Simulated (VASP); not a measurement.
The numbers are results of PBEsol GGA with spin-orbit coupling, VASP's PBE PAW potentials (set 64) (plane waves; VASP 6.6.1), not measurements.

VASP ran on this input.

**KPOINTS**
```
Automatic mesh
0
Gamma
9 9 7
0 0 0
```

**POSCAR**
```
AgB2
1
    3.0000000000     0.0000000000     0.0000000000
   -1.5000000000     2.5980760000     0.0000000000
    0.0000000000     0.0000000000     3.2400000000
B Ag
2 1
Direct
  0.3350770000   0.6939420000   0.4794660000
  0.6605950000   0.3092470000   0.5093070000
  0.0043280000  -0.0031890000   0.0112270000
```

INCAR:
```
SYSTEM  =  AgB2
PREC  =  Accurate; ENCUT  =  400; LREAL  =  .FALSE.
LASPH  =  .TRUE.
EDIFF  =  1E-6; NELM  =  100; ALGO  =  Normal
LMAXMIX  =  4
ISMEAR  =  0; SIGMA  =  0.05
GGA  =  PS; GGA_COMPAT  =  .FALSE.
MAGMOM  =  0.0 0.0 0.0 0.0 0.0 0.0 0.0 0.0 0.0
LSORBIT  =  .TRUE.; LNONCOLLINEAR  =  .TRUE.
ISIF  =  2
LWAVE  =  .FALSE.; LCHARG  =  .FALSE.; LORBIT  =  11
```

POTCAR, in this order: B Ag (PBE.64 set). Program: vasp_ncl.

What VASP printed:

File OSZICAR:
```
       N       E                     dE             d eps       ncg     rms          rms(c)
DAV:   1     0.732118203342E+02    0.73212E+02   -0.71828E+03 28120   0.111E+03
DAV:   2    -0.164398658524E+02   -0.89652E+02   -0.84680E+02 31592   0.269E+02
DAV:   3    -0.190656972073E+02   -0.26258E+01   -0.25998E+01 34192   0.481E+01
DAV:   4    -0.190806891949E+02   -0.14992E-01   -0.14988E-01 30048   0.376E+00
DAV:   5    -0.190808209047E+02   -0.13171E-03   -0.13170E-03 34208   0.335E-01    0.195E+01
DAV:   6    -0.150213584995E+02    0.40595E+01   -0.14840E+01 31192   0.629E+01    0.165E+01
DAV:   7    -0.147679072340E+02    0.25345E+00   -0.26217E+00 28792   0.213E+01    0.863E+00
DAV:   8    -0.147155676049E+02    0.52340E-01   -0.16365E-01 33176   0.479E+00    0.203E+00
DAV:   9    -0.147096420558E+02    0.59255E-02   -0.13550E-02 30360   0.218E+00    0.762E-01
DAV:  10    -0.147093925533E+02    0.24950E-03   -0.24966E-03 31848   0.621E-01    0.107E-01
DAV:  11    -0.147089895481E+02    0.40301E-03   -0.85463E-04 29352   0.306E-01    0.527E-02
DAV:  12    -0.147089839302E+02    0.56179E-05   -0.92148E-05 31888   0.115E-01    0.125E-02
DAV:  13    -0.147089844647E+02   -0.53453E-06   -0.36382E-06 30800   0.194E-02
   1 F= -.14708984E+02 E0= -.14708591E+02  d E =-.787579E-03  mag=     0.0000     0.0000    -0.0000
```

### OUTCAR
```
------------------------ aborting loop because EDIFF is reached ----------------------------------------
  FORCE on cell =-STRESS in cart. coord.  units (eV):
  Direction    XX          YY          ZZ          XY          YZ          ZX
  --------------------------------------------------------------------------------------
  Total        5.1542881      7.3070108     11.0823629     -0.0554996      0.0530762      0.1189491
  in kB      327.0100904    463.5880337    703.1125270     -3.5211297      3.3673811      7.5466385
  external PRESSURE =     497.9035504 kB  Pullay stress =       0.0000000 kB
  volume of cell :       25.25
      direct lattice vectors                 reciprocal lattice vectors
     3.000000000  0.000000000  0.000000000     0.333333333  0.192450105  0.000000000
    -1.500000000  2.598076000  0.000000000     0.000000000  0.384900211  0.000000000
     0.000000000  0.000000000  3.240000000     0.000000000  0.000000000  0.308641975
 POSITION                                       TOTAL-FORCE (eV/Angst)
 -----------------------------------------------------------------------------------
     -0.03568      1.80291      1.55347         0.097641     -1.777727      1.225567
      1.51791      0.80345      1.65015         0.026473      1.730661     -0.267794
     -1.48223      2.58979      0.03638        -0.124115      0.047065     -0.957773
 -----------------------------------------------------------------------------------
    total drift:                               -0.000129      0.000063      0.000028
  FREE ENERGIE OF THE ION-ELECTRON SYSTEM (eV)
  ---------------------------------------------------
  free  energy   TOTEN  =       -14.7089844647 eV

  energy  without entropy=      -14.7081968854  energy(sigma->0) =      -14.70859068

 total charge

# of ion       s       p       d       tot
------------------------------------------
    1        0.723   1.305   0.000   2.027
    2        0.722   1.299   0.000   2.021
    3        0.440   0.580   9.227  10.248
--------------------------------------------------
tot          1.884   3.184   9.227  14.296

 magnetization (x)

# of ion       s       p       d       tot
------------------------------------------
    1        0.000   0.000   0.000   0.000
    2        0.000   0.000   0.000   0.000
    3        0.000   0.000   0.000   0.000
--------------------------------------------------
tot          0.000   0.000   0.000   0.000

 magnetization (y)

# of ion       s       p       d       tot
------------------------------------------
    1        0.000  -0.000   0.000  -0.000
    2        0.000  -0.000   0.000   0.000
    3       -0.000   0.000   0.000   0.000
--------------------------------------------------
tot          0.000  -0.000   0.000   0.000

 magnetization (z)

# of ion       s       p       d       tot
------------------------------------------
    1       -0.000  -0.000   0.000  -0.000
    2        0.000   0.000   0.000   0.000
    3        0.000   0.000   0.000   0.000
--------------------------------------------------
tot         -0.000  -0.000   0.000   0.000

 Ion:    1  E_soc:      0.0000181

 Ion:    2  E_soc:      0.0000183

 Ion:    3  E_soc:     -0.0637348
```
(Selected blocks of OUTCAR.)

At this cut-off the stress carries a Pulay error, which pulls relaxed volumes low.

The structure comes from a measured AgB2 entry of the Crystallography Open Database, whose conditions weren't checked. The cell was not relaxed at this level, atoms are displaced from their ideal sites. The run is one of a series of settings (GGA_COMPAT = .FALSE., LNONCOLLINEAR = .TRUE., LSORBIT = .TRUE., MAGMOM = 0.0 0.0 0.0 0.0 0.0 0.0 0.0 0.0 0.0, program vasp_ncl against the base run), some of them coarse on purpose.
